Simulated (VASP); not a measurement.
Given:

```xyz
24
Lattice="4.9837 0.0000 0.0000 0.0000 5.3924 0.0000 0.0000 0.0000 24.3557" Properties=species:S:1:pos:R:3 pbc="T T T"
Al     0.0883     4.7780    15.8820
Al     2.5802     3.3106    15.8820
Al     4.9675     2.2338    14.5652
Al     2.4756     0.4624    14.5652
Al     4.9764     4.9356    12.9430
Al     2.4845     3.1529    12.9430
Al     4.9764     2.2395    11.4126
Al     2.4845     0.4567    11.4126
Al     4.9675     4.9300     9.7905
Al     2.4756     3.1586     9.7905
Al     0.0883     2.0818     8.4736
Al     2.5802     0.6144     8.4736
N      1.8619     4.9527    16.0691
N      4.3537     3.1358    16.0691
N      1.8848     2.2497    14.5208
N      4.3767     0.4465    14.5208
N      1.8999     4.9545    12.9640
N      4.3917     3.1340    12.9640
N      1.8999     2.2584    11.3917
N      4.3917     0.4378    11.3917
N      1.8848     4.9459     9.8349
N      4.3767     3.1427     9.8349
N      1.8619     2.2565     8.2865
N      4.3537     0.4396     8.2865
```

Calculation: PBEsol GGA, VASP's PBE PAW potentials (set 64) (plane waves; VASP). Settings: PREC = Normal, LREAL = Auto, 450 eV cut-off, 4×4×1 Γ-centred mesh, Gaussian smearing of 0.050 eV, potentials Al N.

Predict the energy per atom (σ→0), band gap (on the k-mesh) with the smallest direct gap where there is one.

- band gap (on the k-mesh): 3.01 eV
- smallest direct gap (on the k-mesh): 3.01 eV
- energy per atom (σ→0): -7.490 eV/atom

Total energies compare only between runs with the same potentials, cut-off and functional.

The cell is a thin slab with vacuum, built from AlN (wurtzite): (110) face.
